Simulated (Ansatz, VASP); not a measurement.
**Ga2SO in two plane-wave programs**

Wanted: the spread between two codes on one cell, functional and k mesh. The cell is invented: As first built, before any earlier steps moved the atoms (in the runner's words): O for half of the S in the GaS structure of space group R-3m. It may not be a known or stable phase. The cell is taken from a series of runs on this material, whose earlier steps may have relaxed, scaled, displaced or heated it; both programs get it as it stands.

Program: Ansatz 0.2.0. Level of theory: plane waves, with VASP 6.6.1 beside it; single point at PBEsol. Results are calculated unless marked as measured.

### Step 1. The starting structure

The structure is trigonal, space group R3m (No. 160). Conventional cell: a = 3.340 Å, b = 3.340 Å, c = 20.786 Å, α = 90.00°, β = 90.00°, γ = 120.00°. Nearest to Ga lie 3 S at 2.27 Å. Nearest to Ga lie 3 O at 1.99 Å. S has 3 Ga at 2.27 Å nearest. Nearest to O lie 3 Ga at 1.99 Å. It derives from GaS. As first built, before any earlier steps moved the atoms (in the runner's words): O for half of the S in the GaS structure of space group R-3m. Farther neighbours and most contacts between anions are not listed.

Coordinates:

```xyz
4
Lattice="3.3399 0.0000 0.0000 1.6700 2.8925 0.0000 1.6700 -0.9642 6.9287" Properties=species:S:1:pos:R:3 pbc="T T T"
Ga    3.3399    0.0000    1.0539
Ga    3.3399    1.9283    5.5247
S     3.3399    1.9283    2.2584
O     3.3399    0.0000    5.0204
```

### Step 2. VASP: single point, PBEsol, pair 1

With cell and atoms fixed, the geometry can't cause a difference; cores, projectors, grids and the points listed under the comparison can.

Lines of VASP's logs that name or quote its potential files are left out, and so is its time.

File INCAR:

```
SYSTEM = Ga2SO
PREC = Accurate
ENCUT = 520
EDIFF = 1E-06
NELM = 120
ISMEAR = 0
SIGMA = 0.01
LREAL = .FALSE.
ALGO = Normal
GGA = PS
NBANDS = 25
LORBIT = 11
LWAVE = .FALSE.
LCHARG = .FALSE.
ISIF = 2
LASPH = .TRUE.
GGA_COMPAT = .FALSE.
EFERMI = MIDGAP
```

File POSCAR:

```
Ga2SO
1.0
    3.3399337450      0.0000000000      0.0000000000
    1.6699668720      2.8924674700      0.0000000000
    1.6699668720     -0.9641558230      6.9287084120
Ga S O
2 1 1
Direct
    0.8985976026      0.0507011987      0.1521035961
    0.1350866654      0.9324566673      0.7973700019
    0.4493715208      0.7753142396      0.3259427188
    0.5169442112      0.2415278944      0.7245836832
```

File KPOINTS:

```
Automatic mesh
0
Gamma
8 8 8
0 0 0
```

The projector-augmented-wave data sets are Ga_d, S and O (PBE family, release 64).

Command:

```sh
> mpirun -np 1 vasp_std
```

Numbers of over 12 decimals in the logs are rounded to 6 here.

Output:

```text
[banner, memory and clock lines left out]
running    1 mpi-ranks, on    1 nodes
 distrk:  each k-point on    1 cores,    1 groups
 distr:  one band on    1 cores,    1 groups

 POSCAR found type information on POSCAR GaS O
 POSCAR found :  3 types and       4 ions
|                                                                             |
|               ----> ADVICE to this user running VASP <----                  |
|                                                                             |
|     You enforced a specific xc type in the INCAR file but a different       |
|     [... a line on the potential file left out ...]
|     I HOPE YOU KNOW WHAT YOU ARE DOING!                                     |
|                                                                             |

 LDA part: xc-table for (Slater+PW92), standard interpolation
 POSCAR, INCAR and KPOINTS ok, starting setup
 FFT: planning ... GRIDC
 FFT: planning ... GRID_SOFT
 FFT: planning ... GRID
 WAVECAR not read
 entering main loop
       N       E                     dE             d eps       ncg     rms          rms(c)
DAV:   1     0.309571558133E+03    0.30957E+03   -0.18888E+04  3300   0.248E+03
DAV:   2     0.191610749253E+02   -0.29041E+03   -0.28026E+03  3650   0.505E+02
DAV:   3    -0.203673662558E+02   -0.39528E+02   -0.39021E+02  3906   0.151E+02
DAV:   4    -0.218732699316E+02   -0.15059E+01   -0.15018E+01  4444   0.315E+01
DAV:   5    -0.219019690309E+02   -0.28699E-01   -0.28673E-01  4088   0.368E+00    0.104E+01
DAV:   6    -0.202476596445E+02    0.16543E+01   -0.75206E+00  5081   0.326E+01    0.584E+00
DAV:   7    -0.201222375654E+02    0.12542E+00   -0.10471E+00  4326   0.106E+01    0.365E+00
DAV:   8    -0.201017539004E+02    0.20484E-01   -0.37194E-01  4144   0.516E+00    0.764E-01
DAV:   9    -0.200926376885E+02    0.91162E-02   -0.73549E-02  5039   0.264E+00    0.452E-01
DAV:  10    -0.200932219732E+02   -0.58428E-03   -0.82512E-03  3509   0.112E+00    0.138E-01
DAV:  11    -0.200931360425E+02    0.85931E-04   -0.99310E-04  5160   0.543E-01    0.817E-02
DAV:  12    -0.200931673963E+02   -0.31354E-04   -0.18029E-04  4220   0.311E-01    0.278E-02
DAV:  13    -0.200931707223E+02   -0.33259E-05   -0.52506E-05  4354   0.634E-02    0.360E-02
DAV:  14    -0.200931707702E+02   -0.47950E-07   -0.77779E-06  3604   0.380E-02
   1 F= -.20093171E+02 E0= -.20093171E+02  d E =0.000000E+00
```

From OUTCAR (step 2):

```text
ion  position               nearest neighbor table
   1  0.899  0.051  0.152-   3 2.27   3 2.27   3 2.27   2 2.46
   2  0.135  0.932  0.797-   4 1.99   4 1.99   4 1.99   1 2.46
   3  0.449  0.775  0.326-   1 2.27   1 2.27   1 2.27
   4  0.517  0.242  0.725-   2 1.99   2 1.99   2 1.99

  LATTYP: Found a trigonal (rhomboedric) cell.
 ALAT       =     7.1920362949
 COS(alpha) =     0.8921694136

 Subroutine GETGRP returns: Found  6 space group operations
 (whereof  6 operations were pure point group operations)

The static configuration has the point symmetry C_3v.

 Found     65 irreducible k-points:

   k-points           NKPTS =     65   k-points in BZ     NKDIM =     65   number of bands    NBANDS=     25

   dimension x,y,z NGX =    28 NGY =   28 NGZ =   54
   dimension x,y,z NGXF=    56 NGYF=   56 NGZF=  108

   ENCUT  =  520.0 eV  38.22 Ry    6.18 a.u.   6.21  6.21 13.37*2*pi/ulx,y,z

   NELECT =      38.0000    total number of electrons

 k-points in reciprocal lattice and weights: Automatic mesh
   0.00000000  0.00000000  0.00000000       0.002
   0.12500000  0.00000000  0.00000000       0.012
   0.25000000  0.00000000  0.00000000       0.012
   0.37500000  0.00000000  0.00000000       0.012
   0.50000000  0.00000000  0.00000000       0.006
   0.00000000  0.12500000  0.00000000       0.012
   0.25000000  0.12500000  0.00000000       0.023
   0.37500000  0.12500000  0.00000000       0.023
   0.50000000  0.12500000  0.00000000       0.023
[...]
-0.12500000  0.12500000  0.37500000       0.012
   0.00000000  0.00000000  0.50000000       0.002

 average (electrostatic) potential at core
       1 -65.3250       2 -65.6942       3 -86.9866       4 -71.2265

 E-fermi :   4.2388

 k-point     1 :       0.0000    0.0000    0.0000
  band No.  band energies     occupation
    ...
     15       0.9168      2.00000
     16       0.9168      2.00000
     17       2.0646      2.00000
     18       3.7614      2.00000
     19       3.7614      2.00000
     20       6.1352      0.00000
     21       8.7894      0.00000
     22      10.5735      0.00000
     23      10.5735      0.00000
     24      10.6212      0.00000
    ...

 k-point     2 :       0.1250    0.0000    0.0000
  band No.  band energies     occupation
    ...
     15       0.7615      2.00000
     16       1.0551      2.00000
     17       2.3706      2.00000
     18       2.8747      2.00000
     19       3.4691      2.00000
     20       6.4348      0.00000
     21       9.2882      0.00000
     22       9.6008      0.00000
     23      10.8818      0.00000
     24      11.1454      0.00000
    ...

 k-point     3 :       0.2500    0.0000    0.0000
  band No.  band energies     occupation
    ...
     15       0.2381      2.00000
     16       0.4045      2.00000
     17       1.4214      2.00000
     18       2.8814      2.00000
     19       3.3549      2.00000
     20       6.6902      0.00000
     21       8.0340      0.00000
     22       9.2300      0.00000
     23      10.9984      0.00000
     24      11.1143      0.00000
    ...

  Total        0.0400875      0.0400875     -0.0275560     -0.0000000     -0.0000000      0.0000000
  in kB        0.9595363      0.9595363     -0.6595799     -0.0000000     -0.0000000      0.0000000
  external PRESSURE =       0.4198309 kB  Pullay stress =       0.0000000 kB

  energy-cutoff  :      520.00
  volume of cell :       66.94
      direct lattice vectors                 reciprocal lattice vectors
     3.339933745  0.000000000  0.000000000     0.299407137 -0.172862791 -0.096218029
     1.669966872  2.892467470  0.000000000     0.000000000  0.345725582  0.048109014
     1.669966872 -0.964155823  6.928708412     0.000000000  0.000000000  0.144327043

 POSITION                                       TOTAL-FORCE (eV/Angst)
 -----------------------------------------------------------------------------------
      3.33993      0.00000      1.05388        -0.000000      0.000000      0.014469
      3.33993      1.92831      5.52474        -0.000000      0.000000      0.030947
      3.33993      1.92831      2.25836         0.000000     -0.000000     -0.021302
      3.33993      0.00000      5.02043         0.000000     -0.000000     -0.024113
 -----------------------------------------------------------------------------------
    total drift:                                0.000019     -0.000011     -0.000149

  FREE ENERGIE OF THE ION-ELECTRON SYSTEM (eV)
  ---------------------------------------------------
  free  energy   TOTEN  =       -20.0931707702 eV

  energy  without entropy=      -20.0931707702  energy(sigma->0) =      -20.09317077

 total charge
# of ion       s       p       d       tot
------------------------------------------
    1        0.903   0.845  10.038  11.786
    2        0.809   0.660  10.086  11.555
    3        1.347   2.394   0.000   3.741
    4        1.561   3.388   0.000   4.948
--------------------------------------------------
tot          4.620   7.287  20.124  32.030

[... 3 further parts left out ...]
```

The run ends at a pressure of 0.04 GPa, with forces up to 0.031 eV/Å.

### Step 3. Ansatz: single point, PBEsol, pair 1

Ansatz runs on its default PAW (the set named soft_2) files.

The same cell, functional and mesh now go to Ansatz, which takes its cutoff from its data sets.

File input.yaml:

```yaml
crystal:
  lattice:
    - [3.339933745, 0.0, 0.0]
    - [1.669966872, 2.89246747, 0.0]
    - [1.669966872, -0.964155823, 6.928708412]
  atoms:
    - { symbol: Ga, position: [0.8985976026, 0.0507011987, 0.1521035961] }
    - { symbol: Ga, position: [0.1350866654, 0.9324566673, 0.7973700019] }
    - { symbol: S, position: [0.4493715208, 0.7753142396, 0.3259427188] }
    - { symbol: O, position: [0.5169442112, 0.2415278944, 0.7245836832] }
kpoints:
  mp_grid: { grid: [8, 8, 8] }
scf:
  occupations: { method: fixed }
hamiltonian:
  xc: pbesol
output:
  eigenvalues: true
  transmission:
    leads: [[0, 0]]
    kpoints: [[0.0, 0.0], [-0.1875, -0.0938], [0.5, 0.0]]
    e_range: [-1.0, 1.78]
    de: 0.05
```

Command:

```sh
> ansatz run input.yaml --threads 2 --pin off --max-ram 4096MiB --backend cpu --events-out ev --progress --plain --runs-dir out
```

Output:

```text
Engine: ansatz 0.2.0, aarch64-unknown-linux-gnu
Pseudopotentials: kind: paw
Pseudopotential: Ga, paw, valence charge 13, recommended cutoff 420 eV (normal), Ga.paw.azcp
Pseudopotential: S, paw, valence charge 6, recommended cutoff 420 eV (normal), S.paw.azcp
Pseudopotential: O, paw, valence charge 6, recommended cutoff 420 eV (normal), O.paw.azcp
Functional definition: PBEsol
  exchange = pbesol_x
  correlation = pbesol_c
Crystal: 4 atoms, lattice volume = 66.936 Å³
Basis set: ecut = 420 eV, 1337 PW (Γ)
Bands: 23, of which v1, the nominal top of the filled ones, is band 19 counted from 1 (18 counted from 0)
Symmetry: 6 space group operations
Space group: R3m (ITA 160), of the structure as read, at distance tolerance 4.1e-5 Å
k-points: 65 of 512 (time reversal used)
Non-local potential: Ga, projectors of the file, l = 0: 2, l = 1: 2, l = 2: 3, l = 3: 1
Non-local potential: S, projectors of the file, l = 0: 2, l = 1: 2, l = 2: 2
Non-local potential: O, projectors of the file, l = 0: 2, l = 1: 2, l = 2: 1
PAW form: soft (Blöchl's): semilocal exchange-correlation on the pseudo side does not see the compensation charge
PAW frozen core: Ga, regenerated for the run's functional, and the local potential with it (the file was generated under x = pbe(κ = 0.804, μ = 0.219515), c = pbe(β = 0.066725))
PAW frozen core: S, regenerated for the run's functional, and the local potential with it (the file was generated under x = pbe(κ = 0.804, μ = 0.219515), c = pbe(β = 0.066725))
PAW frozen core: O, regenerated for the run's functional, and the local potential with it (the file was generated under x = pbe(κ = 0.804, μ = 0.219515), c = pbe(β = 0.066725))
PAW one-centre angular grid: Ga, 590 points (default); XC on 64 Gauss nodes
PAW one-centre angular grid: S, 110 points (default); XC on 64 Gauss nodes
PAW one-centre angular grid: O, 110 points (default); XC on 64 Gauss nodes
Initial density: superposition of atomic densities (neutral atoms: chi_scale 0, normalization atom), corrected by the library's trained network
Initial wavefunctions: pseudopotential atomic-orbital guess
Functional: x = pbesol(κ = 0.804, μ = 0.123457), c = pbesol(β = 0.046)
SCF iter   1: F=—  HF=-8933.415997 eV  |F-HF|=—  |Δ(HF+E_count)|=         —  Δρ=1.12e-2  dr2=1.03e-1  ethr=1.77e-3  ⟨swp⟩=4.8  Hψ=5704  notcnv=0  defer=129
preconditioner: auto → none  [insulator: Δε(μ)=0.767 eV  Ē_g=14.932 eV  n_scr=16 (ndim 8)  ℏωp=28.0 eV  f_vac=0.030  ε∞_Penn≈4.5]
SCF iter   2: F=—  HF=-8933.413359 eV  |F-HF|=—  |Δ(HF+E_count)|=   2.64e-3  Δρ=9.66e-3  dr2=1.04e-1  ethr=2.72e-4  ⟨swp⟩=2.9  Hψ=3467  notcnv=0  defer=128
SCF iter   3: F=—  HF=-8933.391551 eV  |F-HF|=—  |Δ(HF+E_count)|=   2.18e-2  Δρ=1.85e-3  dr2=2.25e-3  ethr=2.72e-4  ⟨swp⟩=2.1  Hψ=2024  notcnv=0  defer=129
SCF iter   4: F=—  HF=-8933.391276 eV  |F-HF|=—  |Δ(HF+E_count)|=   2.75e-4  Δρ=7.12e-4  dr2=2.73e-4  ethr=5.91e-6  ⟨swp⟩=2.0  Hψ=2557  notcnv=0  defer=130
SCF iter   5: F=—  HF=-8933.391287 eV  |F-HF|=—  |Δ(HF+E_count)|=   1.04e-5  Δρ=3.23e-4  dr2=5.51e-5  ethr=7.19e-7  ⟨swp⟩=2.0  Hψ=1932  notcnv=0  defer=130
SCF iter   6: F=—  HF=-8933.391294 eV  |F-HF|=—  |Δ(HF+E_count)|=   7.30e-6  Δρ=1.17e-4  dr2=4.60e-6  ethr=1.45e-7  ⟨swp⟩=2.0  Hψ=1960  notcnv=0  defer=2
SCF iter   7: F=—  HF=-8933.391297 eV  |F-HF|=—  |Δ(HF+E_count)|=   2.73e-6  Δρ=2.77e-5  dr2=2.70e-7  ethr=1.21e-8  ⟨swp⟩=3.0  Hψ=2787  notcnv=0  defer=2
SCF iter   8: F=-8933.391297 eV  HF=-8933.391297 eV  |F-HF|=1.27e-8  |Δ(HF+E_count)|=   1.59e-7  Δρ=8.56e-6  dr2=2.67e-8  ethr=2.63e-10  ⟨swp⟩=5.0  Hψ=5488  notcnv=0
SCF 1 converged in 8 iterations: F = -8933.391297 eV  dr2 = 2.67e-8
  greatest PAW one-centre occupation: 0.996 electrons in one spin orbital (limit 2), on the Ga atom at site 1 (counted from 0), in its partial waves of l = 2
transmission: 9 of 27 steps passed
transmission: 18 of 27 steps passed
transmission: 27 of 27 steps passed
SCF converged after 8 iterations
Free energy (F): -8933.391297 eV
Harris-Foulkes:  -8933.391297 eV  (|F-HF|=1.27e-8)
Internal energy: -8933.391297 eV  (E = F + TS)
E sigma→0 (E₀):  -8933.391297 eV
Fermi energy:    6.880499 eV
--- Per-component energies (eV) ---
  E_band       = -129.526104
  E_kinetic    = 512.083922
  E_local      = -4793.735142  (includes V_loc(G=0)·N_el)
  E_nonlocal   = 932.436118
  E_hartree    = 2192.215644
  E_xc         = -305.104114
  E_vxc        = -295.981985  (∫ρ·V_xc dr)
  E_paw        = -4638.716690  (= ΣΔE_a)
  E_vpaw       = -868.763298  (= ΣTr[D̂ρ^β])
  E_aug_tail   = 0.002155  (compensation charges beyond the density's cutoff)
  E_ewald      = -2834.396381
  E_core_change = 1.823193  (= ΣΔE_core)
  E_smearing   = -0.000000  (= −TS)
  E_closure    = 0.000000  (closes the sum)
  Σ components = -8933.391297   (vs F -8933.391297, Δ=0.00e0)
--- Band table (eV; the first three rows and the last of 65) ---
  k-point 0: bands = [... 15 lower, 3.9816, 5.1229, 6.8174, 6.8174, 9.1939, 11.8265, 13.5928, 13.5928]
  k-point 1: bands = [... 15 lower, 3.9815, 5.3408, 6.8174, 6.8174, 9.0002, 11.8244, 13.6092, 13.6092]
  k-point 2: bands = [... 15 lower, 3.9808, 5.8028, 6.8173, 6.8173, 8.5349, 11.8219, 13.6503, 13.6503]
  k-point 64: bands = [... 15 lower, 2.9073, 4.2701, 4.6975, 5.7728, 9.9247, 10.8768, 11.5796, 13.6082]
--- Transmission ---
  basis      : 85 plane waves across, 9 finite elements along
  points     : 3, as listed
  energies   : 56 from -1.000000 to 1.750000 eV about the Fermi level, 0.050000 eV apart; the leads are filled to 0.411231 eV, and channels, transmission and decay are at 0.400000 eV
  crystal 0  : O1Ga2S1, at the sites [0, 0], period 6.9287 Å: whole cells are its period
    offset         : up to 0.0000 Å between an atom of the period and one for which it stands
    channels       : 0.000000e0 a spin
    conductance    : none, the energies end too early or step too widely for 300 K: set another output.transmission.e_range or a lower de, or, where they end at an eighth of basis.ecutwfc, a higher one
    slowest decay  : 0.0941 /Å at (0.0000, 0.0000)
```

The column dr2 measures how far the density is from self-consistency, as an energy; F and HF (Harris–Foulkes) agree once it is small.

(Part 1 of 2 ends here.)

[Lines on the potential files, build, host, timing and source positions are cut from VASP's logs without a mark.]

[Logs are printed without paths, hosts, clocks, repeated set-up lines and the standing remarks that a program may print on its own settings, such as how far it seeks lower states.]

[Hosts, paths, dates, database ids (printed as entryN), source tags and the programs' standing remarks are cut or masked in the printed files.]
